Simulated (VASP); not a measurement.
Energy against volume of Cr (bcc, AFM order). All values below come from r2SCAN meta-GGA, VASP's PBE PAW potentials (set 64) (plane waves; VASP 6.6.1).

```json
[
 {"V (Å³/atom)": "12.288", "E (eV/atom)": "-15.05690"},
 {"V (Å³/atom)": "12.680", "E (eV/atom)": "-15.06911"},
 {"V (Å³/atom)": "13.072", "E (eV/atom)": "-15.07207"},
 {"V (Å³/atom)": "13.464", "E (eV/atom)": "-15.06769"},
 {"V (Å³/atom)": "13.856", "E (eV/atom)": "-15.05711"}
]
```

Fit a third-order Birch-Murnaghan equation of state.

```yaml
volume_per_atom: 13.02 Å^3/atom
bulk_modulus: 104 GPa
pressure_derivative_of_the_bulk_modulus: 5.73
lattice_constant_a: 296.4 pm
```

Measured: a 2.877 Å at 0 K (computed value off by +3.0 %), as given by H. Levämäki et al., Physical Review B (2014), arXiv:1402.3671 [corrected for temperature and zero-point phonon effects].

The compound is Cr in the bcc, AFM order structure. It was relaxed first, which changed the volume by +9 %.
